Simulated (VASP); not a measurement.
Consider the following.

```yaml
crystal:
  lattice:
    - [0.00000, 2.26381, 2.26381]
    - [2.26381, 0.00000, 2.26381]
    - [2.26381, 2.26381, 0.00000]
  atoms:
    - { symbol: Hf, position: [0.00000, 0.00000, 0.00000] }
    - { symbol: N, position: [0.50000, 0.50000, 0.50000] }
```

Calculation: vdW-DF2, VASP's PBE PAW potentials (set 64) (plane waves; VASP). Run with 520 eV cut-off, 14×14×14 Γ-centred mesh, first-order Methfessel-Paxton smearing of 0.10 eV, potentials Hf_pv N.

Question: Give the stress tensor in GPa (positive for a compressed cell).

Answer: 
```
16.88   0.00   0.00
 0.00  16.88   0.00
 0.00   0.00  16.88
```
The pressure is its mean diagonal, 16.88 GPa.

The compound is HfN in the rock salt structure. This cell is one point of a volume scan, at 0.94 of the reference volume. The electron count is odd and the run is not spin-polarised, which forces a metal.
